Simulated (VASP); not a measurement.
The input files of a VASP run:

**KPOINTS**
```
Automatic mesh
0
Gamma
7 7 4
0 0 0
```

INCAR:
```
SIGMA=0.05
ISMEAR=0
LUSE_VDW=.TRUE.
LWAVE=.FALSE.
LASPH=.TRUE.   # aspherical one-centre terms
SYSTEM=ZnO
IBRION=2
BPARAM=11.95
ENCUT=520
ISIF=3   # ions, shape and volume
CPARAM=0.0093
EDIFFG=-0.02
PREC=Accurate
LCHARG=.FALSE.
LMIXTAU=.TRUE.
EDIFF=1E-6   # SCF stop (eV)
ALGO=Normal   # blocked Davidson
NELM=100   # most electronic steps
LREAL=.FALSE.   # projection in real space or not
METAGGA=R2SCAN
NSW=60
LMAXMIX=4
```

### POSCAR
```
ZnO
1
    1.6218615238    -2.8091469972    -0.0000000000
    1.6218615238     2.8091469972     0.0000000000
   -0.0000000000    -0.0000000000     5.2012397891
Zn O
2 2
Direct
  0.6666670000   0.3333330000   0.5001701832
  0.3333330000   0.6666670000   0.0001701832
  0.6666670000   0.3333330000   0.8818298168
  0.3333330000   0.6666670000   0.3818298168
```

POTCAR, in this order: Zn O (PBE.64 set). Program: vasp_std.

### Question
Write an equivalent input for Ansatz.

### Answer
One equivalent input (not run):
Ansatz 0.2 input:
```yaml
crystal:
  lattice:
    - [1.6218615, -2.8091470, 0.0000000]
    - [1.6218615, 2.8091470, 0.0000000]
    - [0.0000000, 0.0000000, 5.2012398]
  atoms:
    - { symbol: Zn, position: [0.6666670, 0.3333330, 0.5001702] }
    - { symbol: Zn, position: [0.3333330, 0.6666670, 0.0001702] }
    - { symbol: O, position: [0.6666670, 0.3333330, 0.8818298] }
    - { symbol: O, position: [0.3333330, 0.6666670, 0.3818298] }
kpoints:
  mp_grid: { grid: [7, 7, 4] }
hamiltonian:
  xc: r2scan
  dispersion: rvv10
  pseudopotentials: { kind: paw }
scf:
  occupations: { method: gaussian, width: 0.05 }
  max_iter: 100
relax:
  max_steps: 60
  f_tol: 0.02
  cell: {}
output: { forces: true, stress: true, eigenvalues: true }
```
Limits of the translation: each code has its own PAW files, so the cut-off isn't converted (ENCUT is set for VASP's; basis.ecutwfc is left out, and Ansatz then takes the one that its files recommend); Ansatz stops its SCF on the density residual and VASP on the energy change (EDIFF).

The compound is ZnO in the wurtzite structure. This run relaxes it. Symmetry was kept, so distortions that lower it aren't found. The start is the result of an earlier pass.
